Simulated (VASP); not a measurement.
Consider the following.

```xyz
5
Lattice="4.2431 0.0000 0.0000 0.0000 4.2431 0.0000 0.0000 0.0000 4.2431" Properties=species:S:1:pos:R:3 pbc="T T T"
Ba     0.0000     0.0000     0.0000
Hf     2.1215     2.1215     2.1215
O      2.1215     0.0000     2.1215
O      0.0000     2.1215     2.1215
O      2.1215     2.1215     0.0000
```

The numbers are results of PBE GGA, VASP's PBE PAW potentials (set 64) (plane waves; VASP), not measurements. Numerical set-up: 520 eV cut-off, 5×5×5 Γ-centred mesh, Gaussian smearing of 0.050 eV, potentials Ba_sv Hf_pv O.

Give the stress tensor in GPa (positive for a compressed cell).

```
-4.42   0.00   0.00
 0.00  -4.42   0.00
 0.00   0.00  -4.42
```
The pressure is its mean diagonal, -4.42 GPa.

The compound is BaHfO3 in the cubic perovskite structure. This cell is one point of a volume scan, at 1.03 of the reference volume.
